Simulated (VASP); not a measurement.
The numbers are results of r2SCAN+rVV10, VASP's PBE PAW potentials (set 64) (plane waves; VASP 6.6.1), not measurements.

The input files of a VASP run:

INCAR:
```
ALGO = Normal
BPARAM = 11.95
CPARAM = 0.0093
EDIFF = 1E-7
ENCUT = 520
ISIF = 2
ISMEAR = 1
LASPH = .True.
LCHARG = .False.
LMAXMIX = 4
LMIXTAU = .True.
LREAL = .False.
LUSE_VDW = .True.
LWAVE = .False.
METAGGA = R2SCAN
NELM = 100
PREC = Accurate
SIGMA = 0.1
SYSTEM = Al3Sc
```

File KPOINTS:
```
Automatic mesh
0
Gamma
8 8 8
0 0 0
```

**POSCAR**
```
Al3Sc
7.9918520
  0.5000000111   0.0000000000   0.0000000000
  0.0000000000   0.5000000111   0.0000000000
  0.0000000000   0.0000000000   0.5000000111
Sc Al
1 3
Cart
  0.0000000000   0.0000000000   0.0000000000
  0.0000000000   0.2500000056   0.2500000056
  0.2500000056   0.0000000000   0.2500000056
  0.2500000056   0.2500000056   0.0000000000
```

POTCAR, in this order: Sc_sv Al (PBE.64 set). Program: vasp_std.

The run wrote:

File OUTCAR:
```
 ion  position               nearest neighbor table
   1  0.000  0.000  0.000-   2 2.83   3 2.83   4 2.83   2 2.83   3 2.83   2 2.83   4 2.83   2 2.83
                             3 2.83   4 2.83   3 2.83   4 2.83
   2  0.000  0.500  0.500-   1 2.83   3 2.83   4 2.83   1 2.83   4 2.83   1 2.83   3 2.83   1 2.83
                             3 2.83   4 2.83   4 2.83   3 2.83
   3  0.500  0.000  0.500-   1 2.83   2 2.83   4 2.83   1 2.83   4 2.83   2 2.83   4 2.83   4 2.83
                             1 2.83   2 2.83   1 2.83   2 2.83
   4  0.500  0.500  0.000-   1 2.83   2 2.83   3 2.83   2 2.83   3 2.83   1 2.83   3 2.83   3 2.83
                             1 2.83   2 2.83   2 2.83   1 2.83
  LATTYP: Found a simple cubic cell.
 ALAT       =     3.9959260889
 Subroutine PRICEL returns:
 Original cell was already a primitive cell.
 Subroutine GETGRP returns: Found 48 space group operations
The static configuration has the point symmetry O_h .
The dynamic configuration has the point symmetry O_h .
 Subroutine INISYM returns: Found 48 space group operations
 Subroutine IBZKPT returns following result:
 Found     35 irreducible k-points:

 Following reciprocal coordinates:
            Coordinates               Weight
  0.000000  0.000000  0.000000      1.000000
  0.125000  0.000000  0.000000      6.000000
  0.250000  0.000000  0.000000      6.000000
  0.375000  0.000000  0.000000      6.000000
  0.500000  0.000000  0.000000      3.000000
  0.125000  0.125000  0.000000     12.000000
  0.250000  0.125000  0.000000     24.000000
  0.375000  0.125000  0.000000     24.000000
  0.500000  0.125000  0.000000     12.000000
  0.250000  0.250000  0.000000     12.000000
  0.375000  0.250000  0.000000     24.000000
  0.500000  0.250000  0.000000     12.000000
  0.375000  0.375000  0.000000     12.000000
  0.500000  0.375000  0.000000     12.000000
  0.500000  0.500000  0.000000      3.000000
  0.125000  0.125000  0.125000      8.000000
  0.250000  0.125000  0.125000     24.000000
  0.375000  0.125000  0.125000     24.000000
  0.500000  0.125000  0.125000     12.000000
  0.250000  0.250000  0.125000     24.000000
  0.375000  0.250000  0.125000     48.000000
  0.500000  0.250000  0.125000     24.000000
  0.375000  0.375000  0.125000     24.000000
  0.500000  0.375000  0.125000     24.000000
  0.500000  0.500000  0.125000      6.000000
  0.250000  0.250000  0.250000      8.000000
  0.375000  0.250000  0.250000     24.000000
  0.500000  0.250000  0.250000     12.000000
  0.375000  0.375000  0.250000     24.000000
  0.500000  0.375000  0.250000     24.000000
  0.500000  0.500000  0.250000      6.000000
  0.375000  0.375000  0.375000      8.000000
  0.500000  0.375000  0.375000     12.000000
  0.500000  0.500000  0.375000      6.000000
  0.500000  0.500000  0.500000      1.000000
   k-points           NKPTS =     35   k-points in BZ     NKDIM =     35   number of bands    NBANDS=     14
   number of dos      NEDOS =    301   number of ions     NIONS =      4
   total plane-waves  NPLWV =  27000
   dimension x,y,z NGX =    30 NGY =   30 NGZ =   30
   dimension x,y,z NGXF=    60 NGYF=   60 NGZF=   60
   ions per type =               1   3
   PREC   = accura    normal or accurate (medium, high low for compatibility)
   ISTART =      0    job   : 0-new  1-cont  2-samecut
   ICHARG =      2    charge: 1-file 2-atom 10-const
   ISPIN  =      1    spin polarized calculation?
   LNONCOLLINEAR =      F non collinear calculations
   LSORBIT =      F    spin-orbit coupling
   INIWAV =      1    electr: 0-lowe 1-rand  2-diag
   ENCUT  =  520.0 eV  38.22 Ry    6.18 a.u.   7.43  7.43  7.43*2*pi/ulx,y,z
   NELM   =    100;   NELMIN=  2; NELMDL= -5     # of ELM steps
   EDIFF  = 0.1E-06   stopping-criterion for ELM
   LREAL  =      F    real-space projection
   NLSPLINE    = F    spline interpolate recip. space projectors
...
```

### OSZICAR
```
       N       E                     dE             d eps       ncg     rms          rms(c)
DAV:   1     0.113041736194E+03    0.11304E+03   -0.88423E+03   980   0.136E+03
DAV:   2    -0.269750067762E+02   -0.14002E+03   -0.13788E+03   992   0.384E+02
DAV:   3    -0.364880941184E+02   -0.95131E+01   -0.90671E+01  1582   0.807E+01
DAV:   4    -0.366180266077E+02   -0.12993E+00   -0.12933E+00  1460   0.958E+00
DAV:   5    -0.366194999283E+02   -0.14733E-02   -0.14731E-02  1408   0.108E+00    0.135E+01
DAV:   6    -0.329976543621E+02    0.36218E+01   -0.54441E+00  1336   0.384E+01    0.489E+00
DAV:   7    -0.327217982606E+02    0.27586E+00   -0.51786E-01  1226   0.797E+00    0.238E+00
DAV:   8    -0.329240305886E+02   -0.20223E+00   -0.66207E-01  1360   0.815E+00    0.747E-01
DAV:   9    -0.329059806927E+02    0.18050E-01   -0.10325E-01  1284   0.444E+00    0.375E-01
DAV:  10    -0.329742186984E+02   -0.68238E-01   -0.15267E-01  1430   0.502E+00    0.277E-01
DAV:  11    -0.329690105440E+02    0.52082E-02   -0.13612E-02  1540   0.177E+00    0.177E-01
DAV:  12    -0.329730566362E+02   -0.40461E-02   -0.39196E-03  1214   0.725E-01    0.326E-02
DAV:  13    -0.329732479863E+02   -0.19135E-03   -0.14458E-03  1356   0.411E-01    0.245E-02
DAV:  14    -0.329733380308E+02   -0.90044E-04   -0.15020E-04  1438   0.159E-01    0.189E-02
DAV:  15    -0.329734664888E+02   -0.12846E-03   -0.13593E-04  1016   0.132E-01    0.591E-03
DAV:  16    -0.329734674669E+02   -0.97804E-06   -0.26728E-05  1550   0.576E-02    0.582E-03
DAV:  17    -0.329734692377E+02   -0.17709E-05   -0.50970E-06  1532   0.343E-02    0.525E-03
DAV:  18    -0.329734706474E+02   -0.14096E-05   -0.21584E-06  1564   0.146E-02    0.181E-03
DAV:  19    -0.329734706936E+02   -0.46261E-07   -0.48958E-07  1236   0.601E-03
   1 F= -.32973471E+02 E0= -.32972954E+02  d E =-.155034E-02
```

OUTCAR:
```
------------------------ aborting loop because EDIFF is reached ----------------------------------------
  FORCE on cell =-STRESS in cart. coord.  units (eV):
  Direction    XX          YY          ZZ          XY          YZ          ZX
  --------------------------------------------------------------------------------------
  Total        2.6828173      2.6828173      2.6828173     -0.0000000     -0.0000000      0.0000000
  in kB       67.3673304     67.3673304     67.3673304     -0.0000000     -0.0000000      0.0000000
  external PRESSURE =      67.3673304 kB  Pullay stress =       0.0000000 kB
  volume of cell :       63.80
      direct lattice vectors                 reciprocal lattice vectors
     3.995926089  0.000000000  0.000000000     0.250254879  0.000000000  0.000000000
     0.000000000  3.995926089  0.000000000     0.000000000  0.250254879  0.000000000
     0.000000000  0.000000000  3.995926089     0.000000000  0.000000000  0.250254879
 POSITION                                       TOTAL-FORCE (eV/Angst)
 -----------------------------------------------------------------------------------
      0.00000      0.00000      0.00000         0.000000      0.000000      0.000000
      0.00000      1.99796      1.99796         0.000000      0.000000      0.000000
      1.99796      0.00000      1.99796         0.000000      0.000000      0.000000
      1.99796      1.99796      0.00000         0.000000      0.000000      0.000000
 -----------------------------------------------------------------------------------
    total drift:                               -0.000000     -0.000000      0.000000
  FREE ENERGIE OF THE ION-ELECTRON SYSTEM (eV)
  ---------------------------------------------------
  free  energy   TOTEN  =       -32.9734706936 eV

  energy  without entropy=      -32.9719203555  energy(sigma->0) =      -32.97295391
```
(Selected blocks of OUTCAR.)

OUTCAR:
```
 val. band max:        7.8967052872   @ k =   0.2500   0.1250   0.1250

 cond. band min:       7.9537060910   @ k =   0.5000   0.2500   0.2500


 Fermi energy:         7.9302283784

 k-point     1 :       0.0000    0.0000    0.0000
  band No.  band energies     occupation
      1     -42.8690      2.00000
      2     -20.6400      2.00000
      3     -20.6400      2.00000
      4     -20.6400      2.00000
      5      -3.0922      2.00000
      6       5.1164      2.00000
      7       5.1164      2.00000
      8       5.8874      2.00000
      9       5.8874      2.00000
     10       5.8874      2.00000
     11       9.1962     -0.00000
     12       9.3819     -0.00000
     13       9.3819     -0.00000
     14       9.3819     -0.00000

 k-point     2 :       0.1250    0.0000    0.0000
  band No.  band energies     occupation
      1     -42.8687      2.00000
      2     -20.6472      2.00000
      3     -20.6394      2.00000
      4     -20.6394      2.00000
      5      -2.9313      2.00000
      6       3.9232      2.00000
      7       5.2311      2.00000
      8       5.9025      2.00000
      9       5.9025      2.00000
     10       6.6711      2.00000
     11       9.2864     -0.00000
     12       9.2864     -0.00000
     13       9.4376     -0.00000
     14       9.8389     -0.00000

 k-point     3 :       0.2500    0.0000    0.0000
  band No.  band energies     occupation
      1     -42.8680      2.00000
      2     -20.6645      2.00000
      3     -20.6380      2.00000
      4     -20.6380      2.00000
      5      -2.4574      2.00000
      6       2.3249      2.00000
      7       5.5506      2.00000
      8       5.9341      2.00000
      9       5.9341      2.00000
     10       7.5453      2.00000
     11       9.1185     -0.00000
     12       9.1185     -0.00000
     13       9.5802     -0.00000
     14      10.9419      0.00000

 k-point     4 :       0.3750    0.0000    0.0000
  band No.  band energies     occupation
...
```

The compound is Al3Sc in the L1_2 structure. This cell is one point of a volume scan, at 0.94 of the reference volume.
